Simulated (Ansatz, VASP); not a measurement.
# Cross-check of H2W2NO2 (W2N(OH)2 MXene monolayer) between VASP and Ansatz

One calculation is typed for both programs; each brings its own data sets. How far apart do they land? The cell is taken from a series of runs on this material, whose earlier steps may have relaxed, scaled, displaced or heated it; both programs get it as it stands.

Method: plane waves, with VASP 6.6.1 beside it; single point at PBE with D3(BJ), in Ansatz 0.2.0.

## 1. The starting structure

The cell holds 7 atoms: 2 H, 2 O, 2 W and 1 N. Cell: a = 2.796 Å, b = 2.796 Å, c = 25.871 Å, α = 90.0°, β = 90.0°, γ = 120.0°. Vacuum lies along c.

## 2. VASP: single point, PBE with D3(BJ)

With cell and atoms fixed, the geometry can't cause a difference; cores, projectors, grids and the points listed under the comparison can.

Lines of VASP's logs that name or quote its potential files are left out, and so is its time.

INCAR reads:

```
SYSTEM = H2W2NO2
PREC = Accurate
ENCUT = 520
EDIFF = 1E-06
NELM = 120
ISMEAR = -1
SIGMA = 0.02585
LREAL = .FALSE.
ALGO = Normal
GGA = PE
IVDW = 12
NBANDS = 22
LASPH = .TRUE.
LORBIT = 11
LWAVE = .FALSE.
LCHARG = .FALSE.
ISIF = 2
LDIPOL = .TRUE.
IDIPOL = 3
DIPOL = 0.5 0.5 0.5
LVHAR = .TRUE.
GGA_COMPAT = .FALSE.
NELMDL = -8
KPAR = 2
```

POSCAR reads:

```
H2W2NO2
1.0
    2.7958363036      0.0000000000      0.0000000000
   -1.3979181518      2.4212652638      0.0000000000
    0.0000000000      0.0000000000     25.8706239700
H O W N
2 2 2 1
Direct
    0.3333333333      0.6666666667      0.3478849219
    0.6666666667      0.3333333333      0.6521150781
    0.3333333333      0.6666666667      0.3859367885
    0.6666666667      0.3333333333      0.6140632115
    0.6666666667      0.3333333333      0.4424387681
    0.3333333333      0.6666666667      0.5575612319
    0.0000000000      0.0000000000      0.5000000000
```

KPOINTS reads:

```
Automatic mesh
0
Gamma
18 18 1
0 0 0
```

The projector-augmented-wave data sets are H, O, W and N (PBE family, release 64).

Run with:

```console
$ mpirun -np 2 vasp_std
```

Numbers of over 12 decimals in the logs are rounded to 6 here.

The log of the run:

```text
[banner, memory and clock lines left out]
running    2 mpi-ranks, on    1 nodes
 distrk:  each k-point on    1 cores,    2 groups
 distr:  one band on    1 cores,    1 groups

 POSCAR found type information on POSCAR H O W N
 POSCAR found :  4 types and       7 ions
 LDA part: xc-table for (Slater+PW92), standard interpolation
 POSCAR, INCAR and KPOINTS ok, starting setup
 FFT: planning ... GRIDC
 FFT: planning ... GRID_SOFT
 FFT: planning ... GRID
 WAVECAR not read
 entering main loop
       N       E                     dE             d eps       ncg     rms          rms(c)
DAV:   1     0.249563837792E+03    0.24956E+03   -0.12996E+04  1644   0.113E+03
DAV:   2    -0.294277134420E+02   -0.27899E+03   -0.26620E+03  2348   0.299E+02
DAV:   3    -0.602585958217E+02   -0.30831E+02   -0.30082E+02  2062   0.105E+02
DAV:   4    -0.613018172733E+02   -0.10432E+01   -0.10104E+01  2378   0.199E+01
DAV:   5    -0.613284632521E+02   -0.26646E-01   -0.26591E-01  2130   0.259E+00
DAV:   6    -0.613293767403E+02   -0.91349E-03   -0.91255E-03  2420   0.397E-01
DAV:   7    -0.613294032453E+02   -0.26505E-04   -0.26503E-04  2194   0.566E-02
DAV:   8    -0.613294045419E+02   -0.12967E-05   -0.12965E-05  2198   0.101E-02    0.421E+01
DAV:   9    -0.547866773647E+02    0.65427E+01   -0.32912E+01  2188   0.351E+01    0.170E+01
DAV:  10    -0.543695430290E+02    0.41713E+00   -0.24962E+00  2316   0.122E+01    0.988E+00
DAV:  11    -0.543211855276E+02    0.48358E-01   -0.71703E-01  2332   0.604E+00    0.253E+00
DAV:  12    -0.542834455119E+02    0.37740E-01   -0.25001E-01  2378   0.307E+00    0.419E-01
DAV:  13    -0.542824516053E+02    0.99391E-03   -0.56650E-02  2120   0.131E+00    0.308E-01
DAV:  14    -0.542802545393E+02    0.21971E-02   -0.59231E-03  2172   0.486E-01    0.179E-01
DAV:  15    -0.542802210419E+02    0.33497E-04   -0.13379E-03  2112   0.214E-01    0.451E-02
DAV:  16    -0.542800788110E+02    0.14223E-03   -0.35832E-04  2448   0.115E-01    0.187E-02
DAV:  17    -0.542800588282E+02    0.19983E-04   -0.36403E-05  2072   0.356E-02    0.100E-02
DAV:  18    -0.542800335745E+02    0.25254E-04   -0.50975E-05  2154   0.272E-02    0.667E-03
DAV:  19    -0.542800330257E+02    0.54876E-06   -0.44525E-05  2044   0.188E-02    0.392E-03
DAV:  20    -0.542800340873E+02   -0.10616E-05   -0.22135E-05  1974   0.104E-02    0.204E-03
DAV:  21    -0.542800354365E+02   -0.13491E-05   -0.15321E-06  1462   0.516E-03    0.255E-03
DAV:  22    -0.542800366940E+02   -0.12575E-05   -0.40328E-07  1360   0.324E-03    0.179E-03
DAV:  23    -0.542800377009E+02   -0.10069E-05   -0.40867E-07  1282   0.305E-03    0.179E-03
DAV:  24    -0.542800385373E+02   -0.83646E-06   -0.30325E-07  1174   0.242E-03
   1 F= -.55752298E+02 E0= -.55749211E+02  d E =-.617341E-02
```

OUTCAR, selected parts (step 2):

```text
ion  position               nearest neighbor table
   1  0.333  0.667  0.348-   3 0.98
   2  0.667  0.333  0.652-   4 0.98
   3  0.333  0.667  0.386-   1 0.98   5 2.18   5 2.18   5 2.18
   4  0.667  0.333  0.614-   2 0.98   6 2.18   6 2.18   6 2.18
   5  0.667  0.333  0.442-   3 2.18   3 2.18   3 2.18   7 2.20   7 2.20   7 2.20   6 3.39   6 3.39
                             6 3.39
   6  0.333  0.667  0.558-   4 2.18   4 2.18   4 2.18   7 2.20   7 2.20   7 2.20   5 3.39   5 3.39
                             5 3.39
   7  0.000  0.000  0.500-   5 2.20   6 2.20   5 2.20   6 2.20   5 2.20   6 2.20

  LATTYP: Found a hexagonal cell.
 ALAT       =     2.7958363036
 C/A-ratio  =     9.2532684895

 Subroutine GETGRP returns: Found 12 space group operations
 (whereof 12 operations were pure point group operations)

The static configuration has the point symmetry D_3d.

 Found     37 irreducible k-points:

   k-points           NKPTS =     37   k-points in BZ     NKDIM =     37   number of bands    NBANDS=     22

   dimension x,y,z NGX =    24 NGY =   24 NGZ =  192
   dimension x,y,z NGXF=    48 NGYF=   48 NGZF=  384

   ENCUT  =  520.0 eV  38.22 Ry    6.18 a.u.   5.20  5.20 48.10*2*pi/ulx,y,z

   NELECT =      31.0000    total number of electrons

 k-points in reciprocal lattice and weights: Automatic mesh
   0.00000000  0.00000000  0.00000000       0.003
   0.05555556 -0.00000000  0.00000000       0.019
   0.11111111 -0.00000000  0.00000000       0.019
   0.16666667 -0.00000000  0.00000000       0.019
   0.22222222 -0.00000000  0.00000000       0.019
   0.27777778 -0.00000000  0.00000000       0.019
   0.33333333  0.00000000  0.00000000       0.019
   0.38888889  0.00000000  0.00000000       0.019
   0.44444444 -0.00000000  0.00000000       0.019
[...]
0.33333333  0.27777778  0.00000000       0.037
   0.33333333  0.33333333  0.00000000       0.006

 dipolmoment           0.000000      0.000000     -0.000000 electrons x Angstroem

 average (electrostatic) potential at core
       1 -41.3135       2 -41.3135       3 -77.6589       4 -77.6589       5 -46.0255
       6 -46.0255       7 -69.2377

 E-fermi :   0.9831

 k-point     1 :       0.0000    0.0000    0.0000
  band No.  band energies     occupation
    ...
     16      -0.3213      2.00000
     17       0.7233      1.99991
     18       0.7599      1.99964
     19       0.8271      1.99521
     20       0.8271      1.99521
     21       2.3167      0.00000
     22       2.3167      0.00000

 k-point     2 :       0.0556   -0.0000    0.0000
  band No.  band energies     occupation
    ...
     16      -0.2356      2.00000
     17       0.7039      1.99996
     18       0.8020      1.99819
     19       0.8442      1.99075
     20       0.8937      1.93879
     21       2.3435      0.00000
     22       2.3557      0.00000

 k-point     3 :       0.1111   -0.0000    0.0000
  band No.  band energies     occupation
    ...
     14      -1.1546      2.00000
     15      -0.3902      2.00000
     16       0.0231      2.00000
     17       0.4440      2.00000
     18       0.9608      1.40640
     19       1.0908      0.03048
     20       1.0932      0.02783
     21       2.4587      0.00000
     22       2.4914      0.00000

 Edisp (eV)   -1.47226

  Total      -0.56594    -0.56594     0.04945     0.00000     0.00000    -0.00000
  in kB      -5.17753    -5.17753     0.45237     0.00000     0.00000    -0.00000
  external pressure =       -3.30 kB  Pullay stress =        0.00 kB

  energy-cutoff  :      520.00
  volume of cell :      175.13
      direct lattice vectors                 reciprocal lattice vectors
     2.795836304  0.000000000  0.000000000     0.357674732  0.206503603  0.000000000
    -1.397918152  2.421265264  0.000000000     0.000000000  0.413007205  0.000000000
     0.000000000  0.000000000 25.870623970     0.000000000  0.000000000  0.038653880

 POSITION                                       TOTAL-FORCE (eV/Angst)
 -----------------------------------------------------------------------------------
     -0.00000      1.61418      9.00000         0.000000      0.000000     -0.063901
      1.39792      0.80709     16.87062         0.000000     -0.000000      0.063901
     -0.00000      1.61418      9.98443         0.000000      0.000000      0.056632
      1.39792      0.80709     15.88620        -0.000000     -0.000000     -0.056632
      1.39792      0.80709     11.44617         0.000000     -0.000000      0.002769
     -0.00000      1.61418     14.42446         0.000000      0.000000     -0.002769
      0.00000      0.00000     12.93531         0.000000      0.000000     -0.000000
 -----------------------------------------------------------------------------------
    total drift:                                0.000000      0.000000     -0.000000

  FREE ENERGIE OF THE ION-ELECTRON SYSTEM (eV)
  ---------------------------------------------------
  free  energy   TOTEN  =       -55.7522976991 eV

  energy  without entropy=      -55.7461242849  energy(sigma->0) =      -55.74921099

 vacuum level on the upper side and lower side of the slab         3.636         3.636

 total charge
# of ion       s       p       d       tot
------------------------------------------
    1        0.596   0.115   0.000   0.711
    2        0.596   0.115   0.000   0.711
    3        1.550   3.582   0.000   5.132
    4        1.550   3.582   0.000   5.132
    5        0.539   0.650   4.324   5.513
    6        0.539   0.650   4.324   5.513
    7        1.220   2.528   0.000   3.748
--------------------------------------------------
tot          6.589  11.222   8.648  26.459

[... 3 further parts left out ...]
```

This run has no spin polarisation, so a moment on W, if there is one, isn't seen. Its electron count is odd, so without a moment it is a metal by construction.

## 3. Ansatz: single point, PBE with D3(BJ)

Ansatz runs on its default PAW (the set named soft_2) files.

The same cell, functional, mesh and smearing now go to Ansatz, which takes its cutoff from its data sets.

input.yaml reads:

```yaml
crystal:
  lattice:
    - [2.7958363036, 0.0, 0.0]
    - [-1.3979181518, 2.4212652638, 0.0]
    - [0.0, 0.0, 25.87062397]
  atoms:
    - { symbol: H, position: [0.3333333333, 0.6666666667, 0.3478849219] }
    - { symbol: O, position: [0.3333333333, 0.6666666667, 0.3859367885] }
    - { symbol: W, position: [0.6666666667, 0.3333333333, 0.4424387681] }
    - { symbol: "N", position: [0.0, 0.0, 0.5] }
    - { symbol: W, position: [0.3333333333, 0.6666666667, 0.5575612319] }
    - { symbol: O, position: [0.6666666667, 0.3333333333, 0.6140632115] }
    - { symbol: H, position: [0.6666666667, 0.3333333333, 0.6521150781] }
kpoints:
  mp_grid: { grid: [18, 18, 1] }
  band_path:
    path: [[0, 0, 0], [0.5, 0, 0], [0.33333333, 0.33333333, 0], [0, 0, 0]]
    npoints: 16
hamiltonian:
  xc: pbe
  dispersion: d3bj
scf:
  occupations: { method: fermi_dirac, width: 0.02585 }
  convergence: { dr2_threshold: 1.0e-10 }
efield:
  axis: 3
  dipole_correction: true
  ramp_position: 0.97
  ramp_width: 0.06
  amplitude: 0
output:
  dos: { projected: true, e_range: [-6, 5] }
  write_potential: true
  write_density: true
  volumetric_format: npy
  elf: true
```

Run with:

```console
$ ansatz run input.yaml --threads 2 --pin off --max-ram 3072MiB --backend cpu --events-out ev --progress --plain --runs-dir out
```

The log of the run:

```text
Engine: ansatz 0.2.0, x86_64-unknown-linux-gnu
Pseudopotentials: kind: paw
Pseudopotential: H, paw, valence charge 1, recommended cutoff 420 eV (normal), H.paw.azcp
Pseudopotential: O, paw, valence charge 6, recommended cutoff 420 eV (normal), O.paw.azcp
Pseudopotential: W, paw, valence charge 14, recommended cutoff 420 eV (normal), W.paw.azcp
Pseudopotential: N, paw, valence charge 5, recommended cutoff 420 eV (normal), N.paw.azcp
Functional definition: PBE
  parameter kappa = 0.804
  parameter beta = 0.066725
  exchange = pbe_x(kappa = kappa, mu = beta*pi^2/3)
  correlation = pbe_c(beta = beta)
Crystal: 7 atoms, lattice volume = 175.130 Å³
Basis set: ecut = 420 eV, 3459 PW (Γ)
Bands: 31, of which v1, the nominal top of the filled ones, is band 24 counted from 1 (23 counted from 0)
Symmetry: 6 space group operations
k-points: 37 of 324 (time reversal used)
Non-local potential: H, projectors of the file, l = 0: 2, l = 1: 1
Non-local potential: O, projectors of the file, l = 0: 2, l = 1: 2, l = 2: 1
Non-local potential: W, projectors of the file, l = 0: 3, l = 1: 2, l = 2: 2, l = 3: 1
Non-local potential: N, projectors of the file, l = 0: 2, l = 1: 2, l = 2: 1
PAW form: soft (Blöchl's): semilocal exchange-correlation on the pseudo side does not see the compensation charge
PAW one-centre angular grid: H, 110 points (default); XC on 64 Gauss nodes
PAW one-centre angular grid: O, 110 points (default); XC on 64 Gauss nodes
PAW one-centre angular grid: W, 590 points (default); XC on 64 Gauss nodes
PAW one-centre angular grid: N, 110 points (default); XC on 64 Gauss nodes
Initial density: superposition of atomic densities (neutral atoms: chi_scale 0, normalization atom), corrected by the library's trained network
Initial wavefunctions: pseudopotential atomic-orbital guess
Functional: x = pbe(κ = 0.804, μ = 0.219515), c = pbe(β = 0.066725)
SCF iter   1: F=—  HF=-22320.072299 eV  |F-HF|=—  |Δ(HF+E_count)|=         —  Δρ=1.01e-2  dr2=2.78e0  ethr=1.77e-3  p=0.000 e·Å  D=2.00e-13 V/Å  ΔV_dip=-0.00 eV  dr2_dipole=2.24e-8  V_vac-E_F(+/−)=1.31/1.31 eV  ⟨swp⟩=7.8  Hψ=5645  notcnv=0  defer=2
efield: sawtooth ramp at fractional position 0.9700 (set: `efield.ramp_position`, or a place that a band, a saddle search or an elastic batch's reference lends), width 0.0600; the density the first Hamiltonian is built on has a dipole p = 0.000 e·Å; the dipole correction subtracts the counter field D = 2.00e-13 V/Å, which shifts the + side's vacuum level by -0.00 eV against the − side's; the planar-averaged density in the ramp window peaks in size at 2.6e-5 e/Å³
preconditioner: auto → LDOS  [metal: Δε(μ)=0.028 eV  Ē_g=11.280 eV  σ=0.026 eV  W_gap=0.26  n_scr=18 (ndim 8)  ℏωp=15.6 eV  f_vac=0.625  D(μ)=2.66/eV (n_scr^D=12)  β→1.0]
SCF iter   2: F=—  HF=-22319.926616 eV  |F-HF|=—  |Δ(HF+E_count)|=   1.46e-1  Δρ=3.88e-3  dr2=2.16e-1  ethr=1.77e-3  p=0.000 e·Å  D=8.95e-8 V/Å  ΔV_dip=-0.00 eV  dr2_dipole=8.14e-8  V_vac-E_F(+/−)=1.88/1.88 eV  ⟨swp⟩=2.0  Hψ=1658  notcnv=0  defer=53
SCF iter   3: F=—  HF=-22319.917074 eV  |F-HF|=—  |Δ(HF+E_count)|=   9.54e-3  Δρ=3.57e-3  dr2=6.28e-2  ethr=4.59e-4  p=-0.000 e·Å  D=-1.02e-6 V/Å  ΔV_dip=0.00 eV  dr2_dipole=2.86e-8  V_vac-E_F(+/−)=2.24/2.24 eV  ⟨swp⟩=2.3  Hψ=1748  notcnv=0  defer=54
SCF iter   4: F=—  HF=-22319.909679 eV  |F-HF|=—  |Δ(HF+E_count)|=   7.39e-3  Δρ=8.08e-4  dr2=6.19e-3  ethr=1.34e-4  p=-0.000 e·Å  D=-1.02e-6 V/Å  ΔV_dip=0.00 eV  dr2_dipole=4.76e-9  V_vac-E_F(+/−)=2.40/2.40 eV  ⟨swp⟩=2.4  Hψ=1747  notcnv=0  defer=54
SCF iter   5: F=—  HF=-22319.909275 eV  |F-HF|=—  |Δ(HF+E_count)|=   4.04e-4  Δρ=4.01e-4  dr2=4.92e-4  ethr=1.32e-5  p=-0.000 e·Å  D=-1.45e-6 V/Å  ΔV_dip=0.00 eV  dr2_dipole=3.29e-12  V_vac-E_F(+/−)=2.58/2.58 eV  ⟨swp⟩=2.3  Hψ=1832  notcnv=0  defer=54
SCF iter   6: F=—  HF=-22319.909325 eV  |F-HF|=—  |Δ(HF+E_count)|=   5.01e-5  Δρ=9.71e-5  dr2=4.95e-5  ethr=1.05e-6  p=-0.000 e·Å  D=-1.07e-6 V/Å  ΔV_dip=0.00 eV  dr2_dipole=4.25e-13  V_vac-E_F(+/−)=2.62/2.62 eV  ⟨swp⟩=2.2  Hψ=1695  notcnv=0  defer=54
SCF iter   7: F=—  HF=-22319.909363 eV  |F-HF|=—  |Δ(HF+E_count)|=   3.83e-5  Δρ=6.98e-5  dr2=3.15e-5  ethr=1.05e-7  p=-0.000 e·Å  D=-6.61e-7 V/Å  ΔV_dip=0.00 eV  dr2_dipole=3.21e-12  V_vac-E_F(+/−)=2.65/2.65 eV  ⟨swp⟩=2.4  Hψ=1739  notcnv=0  defer=54
SCF iter   8: F=—  HF=-22319.909366 eV  |F-HF|=—  |Δ(HF+E_count)|=   2.84e-6  Δρ=2.95e-5  dr2=5.27e-6  ethr=6.70e-8  p=-0.000 e·Å  D=-3.75e-7 V/Å  ΔV_dip=0.00 eV  dr2_dipole=1.06e-12  V_vac-E_F(+/−)=2.66/2.66 eV  ⟨swp⟩=2.1  Hψ=1544  notcnv=0  defer=54
SCF iter   9: F=—  HF=-22319.909367 eV  |F-HF|=—  |Δ(HF+E_count)|=   5.83e-7  Δρ=5.10e-6  dr2=4.13e-7  ethr=1.12e-8  p=-0.000 e·Å  D=-2.03e-7 V/Å  ΔV_dip=0.00 eV  dr2_dipole=5.98e-13  V_vac-E_F(+/−)=2.66/2.66 eV  ⟨swp⟩=2.0  Hψ=1426  notcnv=0  defer=54
SCF iter  10: F=—  HF=-22319.909424 eV  |F-HF|=—  |Δ(HF+E_count)|=   5.74e-5  Δρ=3.12e-6  dr2=2.57e-8  ethr=8.79e-10  p=-0.000 e·Å  D=-1.09e-7 V/Å  ΔV_dip=0.00 eV  dr2_dipole=1.71e-13  V_vac-E_F(+/−)=2.66/2.66 eV  ⟨swp⟩=2.2  Hψ=1647  notcnv=0  defer=54
SCF iter  11: F=—  HF=-22319.909424 eV  |F-HF|=—  |Δ(HF+E_count)|=   1.15e-8  Δρ=8.03e-7  dr2=4.51e-9  ethr=5.46e-11  p=-0.000 e·Å  D=-9.43e-8 V/Å  ΔV_dip=0.00 eV  dr2_dipole=9.52e-13  V_vac-E_F(+/−)=2.66/2.66 eV  ⟨swp⟩=2.2  Hψ=1702  notcnv=0  defer=54
SCF iter  12: F=-22319.909424 eV  HF=-22319.909424 eV  |F-HF|=1.89e-10  |Δ(HF+E_count)|=   2.98e-9  Δρ=1.68e-7  dr2=3.06e-11  ethr=1.00e-12  p=-0.000 e·Å  D=-4.59e-8 V/Å  ΔV_dip=0.00 eV  dr2_dipole=5.45e-14  V_vac-E_F(+/−)=2.66/2.66 eV  ⟨swp⟩=10.7  Hψ=4734  notcnv=0
SCF 1 converged in 12 iterations: F = -22319.909424 eV  dr2 = 3.06e-11
  greatest PAW one-centre occupation: 0.999 electrons in one spin orbital (limit 2), on the W atom at site 2 (counted from 0), in its partial waves of l = 0
NSCF: frozen V_eff on 49 k-points
efield: sawtooth ramp at fractional position 0.9700 (kept from the solve that this one continues, or follows in the run), width 0.0600; the density the first Hamiltonian is built on has a dipole p = -0.000 e·Å; the dipole correction subtracts the counter field D = -4.59e-8 V/Å, which shifts the + side's vacuum level by +0.00 eV against the − side's; the planar-averaged density in the ramp window peaks in size at 4.5e-6 e/Å³
WARN: The output density's exchange-correlation potential varies sharply where the density is thin. Do not read a vacuum level from v_tot or v_xc, or from such a field of the output density. On a cell that repeats whose density bears no net charge and no dipole along the vacuum's axis use v_es (v_loc + v_h of the components); under efield.dipole_correction with no amplitude use v_es + v_field, which holds any externa [...]
SCF converged after 12 iterations
Free energy (F): -22319.909424 eV
Harris-Foulkes:  -22319.909424 eV  (|F-HF|=1.89e-10)
Internal energy: -22319.903460 eV  (E = F + TS)
E sigma→0 (E₀):  -22319.906442 eV
Entropy (-TS):   -0.005964 eV (-0.852 meV/atom)
Fermi energy:    4.086488 eV
Dipole field:    D = 0.000000 V/Å  (p = 0.000000 e·Å, saw-weighted, corrected)
Work function:   Φ+ = 2.6628 eV   Φ− = 2.6628 eV
Levels:          The Fermi level and band energies are counted from a zero that moves with the ramp; work functions are not
--- Per-component energies (eV) ---
  E_band       = -860.412048
  E_kinetic    = 1417.354934
  E_local      = -68124.976820  (includes V_loc(G=0)·N_el)
  E_nonlocal   = 147.563030
  E_hartree    = 33404.173970
  E_xc         = -758.805315
  E_vxc        = -764.848224  (∫ρ·V_xc dr)
  E_paw        = -17571.073357  (= ΣΔE_a)
  E_vpaw       = -343.855259  (= ΣTr[D̂ρ^β])
  E_aug_tail   = 0.002550  (compensation charges beyond the density's cutoff)
  E_efield     = 0.000000  (sawtooth field / dipole correction)
  E_vefield    = 0.000000  (∫n·V_field dr)
  E_ewald      = 29167.329959
  E_disp       = -1.472411  (pairwise vdW)
  E_smearing   = -0.005964  (= −TS)
  E_closure    = -0.000000  (closes the sum)
  Σ components = -22319.909424   (vs F -22319.909424, Δ=0.00e0)
--- Band table (eV; the first three rows and the last of 37) ---
  k-point 0: bands = [... 20 lower, 0.4586, 2.1994, 2.7887, 2.7887, 3.8215, 3.8594, 3.9418, 3.9418, ... 3 higher]
  k-point 1: bands = [... 20 lower, 0.3933, 2.1637, 2.7332, 2.8746, 3.8129, 3.9030, 3.9435, 4.0079, ... 3 higher]
  k-point 2: bands = [... 20 lower, 0.2326, 1.9359, 2.7148, 3.1343, 3.5472, 4.0646, 4.1884, 4.2045, ... 3 higher]
  k-point 36: bands = [... 20 lower, 2.8904, 3.3954, 3.3954, 3.7715, 5.5623, 5.5623, 6.8929, 6.8929, ... 3 higher]
```

The column dr2 measures how far the density is from self-consistency, as an energy; F and HF (Harris–Foulkes) agree once it is small.

## 4. Side by side

Known differences besides the potentials themselves: the data sets hold 47 valence electrons in Ansatz (on its default PAW (the set named soft_2) files) and 31 in VASP; the cutoff is 420 eV in Ansatz and 520 eV in VASP. Total energies have different zeros and are not compared.

Compared:

```tsv
quantity	Ansatz	VASP	difference
work function, lower of the two faces (eV)	2.66	2.65	+0.01
work function, higher of the two faces (eV)	2.66	2.65	+0.01
```

With vacuum in the cell, a pressure given here is an average over mostly empty space and none of the material.

## 5. Summary of results

```yaml
difference_in_work_function_higher_of_the_two_faces_single_point_pbe_with_d3_bj: 0.0099 eV
```

What this shows: The difference in work function, higher of the two faces is 0.0099 eV (single point, PBE with D3(BJ)). The data sets hold unlike numbers of valence electrons (47 in Ansatz and 31 in VASP), so part of the differences comes from the potentials. Such differences can come from data sets, numerical settings and the points named under the comparisons, not from the functional's error against experiment.

[Lines on the potential files, build, host, timing and source positions are cut from VASP's logs without a mark.]

[Logs are printed without paths, hosts, clocks, repeated set-up lines and the standing remarks that a program may print on its own settings, such as how far it seeks lower states.]

[Hosts, paths, dates, database ids (printed as entryN), source tags and the programs' standing remarks are cut or masked in the printed files.]
